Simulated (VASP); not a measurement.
A convergence study with VASP on SnO2 (rutile): one setting is varied, all else stays as given below, so the limit is that of these other settings. Each run relaxes cell and ions from the cell shown. The basis is that of the starting cell, so low cut-offs carry a Pulay error.

```xyz
6
Lattice="4.7400 0.0000 0.0000 0.0000 4.7400 0.0000 0.0000 0.0000 3.1900" Properties=species:S:1:pos:R:3 pbc="T T T"
Sn     0.0000     0.0000     0.0000
Sn     2.3700     2.3700     1.5950
O      1.4552     1.4552     0.0000
O      3.8252     0.9148     1.5950
O      0.9148     3.8252     1.5950
O      3.2848     3.2848     0.0000
```

Level of theory: PBE GGA, VASP's PBE PAW potentials (set 64) (plane waves; VASP). The tightest run used: 800 eV cut-off, 4×4×6 Γ-centred mesh, Gaussian smearing of 0.050 eV, potentials Sn_d O.

Unless said otherwise, spin-orbit coupling is left out, though it shifts the bands of the heavy elements here. Gaps are read on the run's mesh, which can miss a band edge.

Task: The settings run are ENCUT = 250; ENCUT = 300; ENCUT = 350; ENCUT = 400; ENCUT = 450; ENCUT = 500; ENCUT = 550; ENCUT = 600; ENCUT = 650; ENCUT = 700; ENCUT = 750; ENCUT = 800. From which on does the relaxed volume stay within 0.1 Å³/atom of the tightest run?

Result: From ENCUT = 500 on: it is off by 0.015 there and by no more than 0.1 in any finer run, while ENCUT = 450 is off by 0.129.
```tsv
setting	relaxed volume (Å³/atom)	E (eV/atom)	gap on the mesh (eV)	plane waves	difference judged (Å³/atom)
ENCUT = 250	10.069	-6.9619	3.261	656	2.541
ENCUT = 300	10.959	-6.3945	2.135	876	1.651
ENCUT = 350	11.693	-6.2375	1.445	1088	0.917
ENCUT = 400	12.191	-6.2137	0.964	1344	0.419
ENCUT = 450	12.480	-6.2144	0.735	1572	0.129
ENCUT = 500	12.594	-6.2168	0.648	1841	0.015
ENCUT = 550	12.614	-6.2176	0.634	2116	0.004
ENCUT = 600	12.606	-6.2184	0.641	2432	0.004
ENCUT = 650	12.597	-6.2193	0.647	2732	0.012
ENCUT = 700	12.597	-6.2203	0.649	3044	0.013
ENCUT = 750	12.602	-6.2212	0.646	3372	0.008
ENCUT = 800	12.610	-6.2220	0.640	3710	0.000
```

Left out are rungs that failed or repeat a setting and relaxations that didn't move; long series are thinned to 24 rows.

The compound is SnO2 in the rutile structure.
